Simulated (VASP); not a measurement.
Input for VASP

### KPOINTS
```
K-points
0
G
  7 7 7
```

INCAR:
```
# general
SYSTEM =InAs
PREC   =Accurate
ENCUT  =520
LREAL  =.FALSE.
LASPH  =.TRUE.

# electronic loop
EDIFF  =1E-6
NELM   =100
ALGO   =Normal
LMAXMIX=4

# smearing
ISMEAR =0
SIGMA  =0.05

# functional
GGA    =PE
IVDW   =12

# ions
IBRION =2
NSW    =60
ISIF   =3
EDIFFG =-0.01

# output
LWAVE  =.FALSE.
LCHARG =.FALSE.
```

POSCAR:
```
InAs
1.0
  0.0000000000   3.0300000000   3.0300000000
  3.0300000000   0.0000000000   3.0300000000
  3.0300000000   3.0300000000   0.0000000000
In As
1 1
Cartesian
  0.0000000000   0.0000000000   0.0000000000
  1.5150000000   1.5150000000   1.5150000000
```

POTCAR, in this order: In_d As (PBE.64 set). Program: vasp_std.

Translate this PBE-D3(BJ) calculation to Ansatz.

One equivalent input (not run):
Ansatz 0.2 input:
```yaml
crystal:
  lattice:
    - [0.0000000, 3.0300000, 3.0300000]
    - [3.0300000, 0.0000000, 3.0300000]
    - [3.0300000, 3.0300000, 0.0000000]
  atoms:
    - { symbol: In, position: [0.0000000, 0.0000000, 0.0000000] }
    - { symbol: As, position: [0.2500000, 0.2500000, 0.2500000] }
kpoints:
  mp_grid: { grid: [7, 7, 7] }
hamiltonian:
  xc: pbe
  dispersion: d3bj
  pseudopotentials: { kind: paw }
scf:
  occupations: { method: gaussian, width: 0.05 }
  max_iter: 100
relax:
  max_steps: 60
  f_tol: 0.01
  cell: {}
output: { forces: true, stress: true, eigenvalues: true }
```
The two are equivalent in intent, not identical: each code has its own PAW files, so the cut-off isn't converted (ENCUT is set for VASP's; basis.ecutwfc is left out, and Ansatz then takes the one that its files recommend); Ansatz stops its SCF on the density residual and VASP on the energy change (EDIFF).

The compound is InAs in the zinc blende structure. This run relaxes it. Symmetry was kept, so distortions that lower it aren't found.
